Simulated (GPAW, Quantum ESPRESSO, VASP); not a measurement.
## One structure in several programs: CrO₂ (Pnnm, 6 atoms in the cell)

Self-consistent single point.

```xyz
6
Lattice="4.4481 0.0000 0.0000 0.0000 4.5292 0.0000 0.0000 0.0000 2.9860" Properties=species:S:1:pos:R:3 pbc="T T T"
Cr     2.2240     2.2646     1.4930
Cr     0.0000     0.0000     0.0000
O      3.5272     0.8597     1.4930
O      0.9209     3.6695     1.4930
O      1.3031     1.4049     0.0000
O      3.1449     3.1244     0.0000
```
Moments meant for the start (each program seeds them in its own way; μB, in the order of the atoms Cr Cr O O O O): 3.0 3.0 0.0 0.0 0.0 0.0.

Shared settings, as Quantum ESPRESSO writes them: occupations = smearing; smearing = gauss; degauss = 0.019992 Ry; nspin = 2; K_POINTS = automatic 4 4 6 0 0 0. Potentials and cutoffs stand in the table.

```tsv
code	model	pressure (GPa)	largest force (eV/Å)	size of the net moment (μB/atom)	cutoff
Quantum ESPRESSO	PBEsol, SSSP 1.1.2 efficiency (PBE) pseudopotentials	-18.02	0.369	0.67	55 Ry
VASP	PBEsol, VASP's PBE PAW potentials (set 64)	-24.79	0.364	0.67	400 eV
GPAW	PBEsol, GPAW PAW datasets PBEsol (made by gpaw-setup)	–	0.360	0.67	900 eV
```

A dash marks a value that a program does not give, or that is left out as unsure.

On Quantum ESPRESSO's run: the magnetic order is the one reached from the typed start; others were not searched systematically.

The spread over the programs that give each value: pressure within 6.77 GPa; largest force within 0.009 eV/Å; size of the net moment within 0.00 μB/atom.

The pressure of GPAW is left out: its cutoff lies under the one at which its stress was checked.

On the base mesh (4 4 5 0 0 0) the same programs gave: Quantum ESPRESSO pressure -18.01 GPa; VASP pressure -24.82 GPa.

VASP's run is marked for a possible Pulay error in its stress at this cutoff; no cutoff test was made.

The starting cell comes from a database of computed structures (which also holds hypothetical and non-ambient phases and stackings), without a prior relaxation at this level.

Left out of this page: Ansatz and SIESTA (not drawn, or without a comparable value); CP2K (on another mesh).
